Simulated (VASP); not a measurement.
Calculation: PBE GGA, VASP's PBE PAW potentials (set 64) (plane waves; VASP).

The input files of a VASP run:

### POSCAR
```
Te
1
    2.2300000000    -3.8624730000     0.0000000000
    2.2300000000     3.8624730000     0.0000000000
    0.0000000000     0.0000000000     5.9300000000
Te
3
Direct
  0.0000000000   0.2630000000   0.6666670000
  0.7370000000   0.7370000000   0.0000000000
  0.2630000000   0.0000000000   0.3333330000
```

### INCAR
```
! general
SYSTEM  = Te
PREC    = Accurate
ENCUT   = 400
LREAL   = .False.
LASPH   = .False.

! electronic loop
EDIFF   = 1E-6
NELM    = 100
ALGO    = Normal
LMAXMIX = 4

! smearing
ISMEAR  = 0
SIGMA   = 0.05

! functional
GGA     = PE

! ions
ISIF    = 2

! output
LWAVE   = .False.
LCHARG  = .False.
```

### KPOINTS
```
Automatic mesh
0
Gamma
6 6 4
0 0 0
```

POTCAR, in this order: Te (PBE.64 set). Program: vasp_std.

What VASP printed:

File OSZICAR:
```
       N       E                     dE             d eps       ncg     rms          rms(c)
DAV:   1     0.693225429600E+02    0.69323E+02   -0.56411E+03   624   0.892E+02
DAV:   2    -0.469284279030E+01   -0.74015E+02   -0.70551E+02   825   0.148E+02
DAV:   3    -0.933282192200E+01   -0.46400E+01   -0.46099E+01   754   0.415E+01
DAV:   4    -0.941740423622E+01   -0.84582E-01   -0.84562E-01   821   0.682E+00
DAV:   5    -0.941860671610E+01   -0.12025E-02   -0.12025E-02   793   0.722E-01    0.124E+01
DAV:   6    -0.939646116411E+01    0.22146E-01   -0.22483E-02   654   0.103E+00    0.785E+00
DAV:   7    -0.939240658678E+01    0.40546E-02   -0.47988E-02   639   0.153E+00    0.344E-01
DAV:   8    -0.939150812415E+01    0.89846E-03   -0.91383E-03   644   0.615E-01    0.180E-01
DAV:   9    -0.939155053038E+01   -0.42406E-04   -0.25796E-04   808   0.124E-01    0.124E-01
DAV:  10    -0.939159964258E+01   -0.49112E-04   -0.59688E-05   657   0.560E-02    0.257E-02
DAV:  11    -0.939159263647E+01    0.70061E-05   -0.25029E-05   654   0.342E-02    0.180E-02
DAV:  12    -0.939159286220E+01   -0.22573E-06   -0.27077E-06   544   0.109E-02
   1 F= -.93915929E+01 E0= -.93915408E+01  d E =-.104038E-03
```

**OUTCAR**
```
------------------------ aborting loop because EDIFF is reached ----------------------------------------
  FORCE on cell =-STRESS in cart. coord.  units (eV):
  Direction    XX          YY          ZZ          XY          YZ          ZX
  --------------------------------------------------------------------------------------
  Total        1.1535375      1.1535373      1.4969316      0.0000000     -0.0000000     -0.0000000
  in kB       18.0920290     18.0920261     23.4778070      0.0000000     -0.0000000     -0.0000000
  external PRESSURE =      19.8872874 kB  Pullay stress =       0.0000000 kB
  volume of cell :      102.15
      direct lattice vectors                 reciprocal lattice vectors
     2.230000000 -3.862473000  0.000000000     0.224215247 -0.129450743  0.000000000
     2.230000000  3.862473000  0.000000000     0.224215247  0.129450743  0.000000000
     0.000000000  0.000000000  5.930000000     0.000000000  0.000000000  0.168634064
 POSITION                                       TOTAL-FORCE (eV/Angst)
 -----------------------------------------------------------------------------------
      0.58649      1.01583      3.95334         0.161963      0.280528      0.000000
      3.28702      0.00000      0.00000        -0.323926      0.000000      0.000000
      0.58649     -1.01583      1.97666         0.161963     -0.280528     -0.000000
 -----------------------------------------------------------------------------------
    total drift:                               -0.000180     -0.000394      0.000014
  FREE ENERGIE OF THE ION-ELECTRON SYSTEM (eV)
  ---------------------------------------------------
  free  energy   TOTEN  =        -9.3915928622 eV

  energy  without entropy=       -9.3914888245  energy(sigma->0) =       -9.39154084
```
(Selected blocks of OUTCAR.)

**OUTCAR**
```
 val. band max:        5.8945331639   @ k =   0.3333   0.3333   0.5000

 cond. band min:       6.0480733033   @ k =   0.3333   0.3333   0.5000


 Fermi energy:         5.9761535482

 k-point     1 :       0.0000    0.0000    0.0000
  band No.  band energies     occupation
      1      -7.7497      2.00000
      2      -4.4188      2.00000
      3      -4.4188      2.00000
      4       2.8148      2.00000
      5       3.1031      2.00000
      6       3.1031      2.00000
      7       4.2504      2.00000
      8       4.2504      2.00000
      9       5.1634      2.00000
     10       6.9276      0.00000
     11       6.9276      0.00000
     12       7.5638      0.00000
     13      10.8395      0.00000

 k-point     2 :       0.1667    0.0000    0.0000
  band No.  band energies     occupation
      1      -7.5709      2.00000
      2      -4.4826      2.00000
      3      -4.3662      2.00000
      4       1.7829      2.00000
      5       2.4161      2.00000
      6       2.8002      2.00000
      7       4.6254      2.00000
      8       4.9805      2.00000
      9       5.1267      2.00000
     10       6.7686      0.00000
     11       6.8702      0.00000
     12       7.4641      0.00000
     13      10.3132      0.00000

 k-point     3 :       0.3333   -0.0000    0.0000
  band No.  band energies     occupation
      1      -7.1088      2.00000
      2      -4.7887      2.00000
      3      -4.2480      2.00000
      4       1.0496      2.00000
      5       1.7013      2.00000
      6       2.3417      2.00000
      7       3.5453      2.00000
      8       4.8597      2.00000
      9       5.0742      2.00000
     10       6.8333      0.00000
     11       7.0069      0.00000
     12       8.7166      0.00000
     13       9.3206      0.00000

 k-point     4 :       0.5000    0.0000    0.0000
  band No.  band energies     occupation
      1      -6.7644      2.00000
      2      -5.0992      2.00000
      3      -4.1823      2.00000
...
```

Unless said otherwise, spin-orbit coupling is left out, though it shifts the bands of the heavy elements here.

The compound is Te in the trig structure. The cell was not relaxed at this level. The run is one of a series of settings (LASPH = .FALSE. against the base run), some of them coarse on purpose.
